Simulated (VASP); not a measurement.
FeSi:

```xyz
8
Lattice="4.5507 0.0000 0.0000 0.0000 4.5507 0.0000 0.0000 0.0000 4.5507" Properties=species:S:1:pos:R:3 pbc="T T T"
Fe    0.6213    0.6213    0.6213
Fe    1.6541    3.9294    2.8966
Fe    2.8966    1.6541    3.9294
Fe    3.9294    2.8966    1.6541
Si    3.8335    3.8335    3.8335
Si    2.9925    0.7172    1.5582
Si    1.5582    2.9925    0.7172
Si    0.7172    1.5582    2.9925
```

- Program: VASP 6.6.1
- Task: relaxation of cell and atoms
- Functional: PBEsol
- Potentials or basis: VASP PAW PBE potentials, release 64 (Fe, Si)
- Cutoff: 600 eV
- k mesh: 8 × 8 × 8
- Occupations: gaussian, width 0.03 eV
- Spin: no spin polarisation

At the start: pressure -19.6 GPa; volume 11.78 Å³/atom.

Task: Where does the relaxation end?

Result: Over 11 steps the energy falls by 73.1 meV/atom and the volume is 10.70 Å³/atom (-9.2 %); space group P2_13 (No. 198, to 0.05 Å).

The path:
```
step  energy change (eV)  largest force (eV/Å)  pressure (GPa)  volume (Å³)
   1              0.0000                0.3053          -19.59        94.24
   2              0.5260                0.9097           40.07        75.93
   3             -0.5801                0.1339           -0.69        85.89
   4             -0.5807                0.1453           -0.20        85.69
   5             -0.5806                0.1553            0.33        85.53
   6             -0.5841                0.0607            0.47        85.47
   7             -0.5844                0.0298            0.41        85.45
   8             -0.5843                0.0031           -0.64        85.77
   9             -0.5847                0.0176           -0.07        85.59
  10             -0.5847                0.0170           -0.08        85.60
  11             -0.5847                0.0077           -0.02        85.57
```

Final structure:
```
Fe Si
1.0
     4.40666    0.00000    0.00000
     0.00000    4.40666    0.00000
     0.00000    0.00000    4.40666
Fe Si
4 4
Direct
  0.13716 0.13716 0.13716
  0.36284 0.86284 0.63716
  0.63716 0.36284 0.86284
  0.86284 0.63716 0.36284
  0.84100 0.84100 0.84100
  0.65900 0.15900 0.34100
  0.34100 0.65900 0.15900
  0.15900 0.34100 0.65900
```

Caveat: the PAW data sets were made with another functional, which shifts forces and pressure a little.
